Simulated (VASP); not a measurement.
All values below come from LDA (Ceperley-Alder, Perdew-Zunger), VASP's LDA PAW potentials (set 64) (plane waves; VASP).

VASP input:

**INCAR**
```
ISMEAR = 0
ALGO = Normal
EDIFFG = -0.02
IBRION = 2
SIGMA = 0.05   ! width (eV)
ENCUT = 620   ! plane-wave cut-off (eV)
LWAVE = F
PSTRESS = 50   ! kbar
NSW = 40   ! most ionic steps
EDIFF = 1E-6
PREC = Accurate
LASPH = T
NELM = 100
LCHARG = F
SYSTEM = BN
ISIF = 3   ! ions, shape and volume
LREAL = F   ! projection in real space or not
```

POSCAR:
```
BN
1.0
  1.2572170458  -2.1775640122   0.0000000000
  1.2572170458   2.1775640122   0.0000000000
  0.0000000000   0.0000000000   4.1604187590
B N
2 2
Cartesian
  1.2572170458  -0.7258561224   2.0814540720
  1.2572170458   0.7258561224   0.0012446925
  1.2572170458  -0.7258561224   3.6391217217
  1.2572170458   0.7258561224   1.5589123422
```

File KPOINTS:
```
Regular mesh
0
gamma
  10 10 5
```

POTCAR, in this order: B N (LDA.64 set). Program: vasp_std.

What VASP printed:

### OSZICAR
```
       N       E                     dE             d eps       ncg     rms          rms(c)
DAV:   1     0.603839026882E+02    0.60384E+02   -0.98809E+03  1008   0.150E+03
DAV:   2    -0.385035744861E+02   -0.98887E+02   -0.92442E+02  1392   0.287E+02
DAV:   3    -0.411568692466E+02   -0.26533E+01   -0.26403E+01  1340   0.474E+01
DAV:   4    -0.411713573479E+02   -0.14488E-01   -0.14473E-01  1280   0.369E+00
DAV:   5    -0.411715142999E+02   -0.15695E-03   -0.15691E-03  1332   0.335E-01    0.947E+00
DAV:   6    -0.390648434490E+02    0.21067E+01   -0.53054E+00  1200   0.190E+01    0.444E+00
DAV:   7    -0.388240730469E+02    0.24077E+00   -0.25306E-01  1220   0.463E+00    0.256E+00
DAV:   8    -0.387580315373E+02    0.66042E-01   -0.99561E-02  1116   0.274E+00    0.221E-01
DAV:   9    -0.387571893005E+02    0.84224E-03   -0.23123E-03  1316   0.472E-01    0.126E-01
DAV:  10    -0.387571481782E+02    0.41122E-04   -0.14240E-04  1228   0.125E-01    0.201E-02
DAV:  11    -0.387571453243E+02    0.28539E-05   -0.24309E-05  1296   0.407E-02    0.109E-02
DAV:  12    -0.387571452269E+02    0.97431E-07   -0.18762E-06   836   0.137E-02
   1 F= -.38046247E+02 E0= -.38046247E+02  d E =-.380462E+02
```

File OUTCAR:
```
------------------------ aborting loop because EDIFF is reached ----------------------------------------
  FORCE on cell =-STRESS in cart. coord.  units (eV):
  Direction    XX          YY          ZZ          XY          YZ          ZX
  --------------------------------------------------------------------------------------
  Total        0.7061936      0.7061937      0.7203691      0.0000000      0.0000000      0.0000000
  in kB       49.6690817     49.6690914     50.6660943      0.0000000      0.0000000      0.0000000
  external PRESSURE =       0.0014224 kB  Pullay stress =      50.0000000 kB
  volume of cell :       22.78
      direct lattice vectors                 reciprocal lattice vectors
     1.257217046 -2.177564012  0.000000000     0.397703803 -0.229614375  0.000000000
     1.257217046  2.177564012  0.000000000     0.397703803  0.229614375  0.000000000
     0.000000000  0.000000000  4.160418759     0.000000000  0.000000000  0.240360420
  FREE ENERGIE OF THE ION-ELECTRON SYSTEM (eV)
  ---------------------------------------------------
  free  energy   TOTEN  =       -38.7571452269 eV

  energy  without entropy=      -38.7571452269  energy(sigma->0) =      -38.75714523
  enthalpy is  TOTEN    =       -38.0462466338 eV   P V=        0.7108985931

 reached required accuracy - stopping structural energy minimisation
```
(Selected blocks of OUTCAR.)

File OUTCAR:
```
 val. band max:        8.0209990453   @ k =   0.0000   0.0000   0.0000

 cond. band min:      13.1146284951   @ k =   0.3000   0.3000   0.0000


 Fermi energy:         8.2559272671

 k-point     1 :       0.0000    0.0000    0.0000
  band No.  band energies     occupation
      1     -12.6561      2.00000
      2      -8.2693      2.00000
      3      -3.2829      2.00000
      4       5.8092      2.00000
      5       5.8092      2.00000
      6       7.7214      2.00000
      7       8.0209      2.00000
      8       8.0210      2.00000
      9      16.4039      0.00000
     10      16.4040      0.00000
     11      16.7041      0.00000
     12      18.0822      0.00000

 k-point     2 :       0.1000   -0.0000    0.0000
  band No.  band energies     occupation
      1     -12.4314      2.00000
      2      -8.0950      2.00000
      3      -3.0623      2.00000
      4       4.8251      2.00000
      5       5.3935      2.00000
      6       7.2135      2.00000
      7       7.4985      2.00000
      8       7.7854      2.00000
      9      16.1103      0.00000
     10      16.8488      0.00000
     11      17.0413      0.00000
     12      18.7269      0.00000

 k-point     3 :       0.2000   -0.0000    0.0000
  band No.  band energies     occupation
      1     -11.7669      2.00000
      2      -7.6069      2.00000
      3      -2.4128      2.00000
      4       2.6089      2.00000
      5       4.5024      2.00000
      6       5.3247      2.00000
      7       6.8244      2.00000
      8       7.1777      2.00000
      9      15.6139      0.00000
     10      17.4704      0.00000
     11      17.7841      0.00000
     12      19.3672      0.00000

 k-point     4 :       0.3000   -0.0000    0.0000
  band No.  band energies     occupation
      1     -10.6991      2.00000
      2      -6.9620      2.00000
      3      -1.3934      2.00000
      4       0.2492      2.00000
      5       3.1213      2.00000
      6       3.6294      2.00000
...
```

The compound is BN in the wurtzite structure, a metastable high-pressure form. It was relaxed first under an external pressure of 5 GPa.
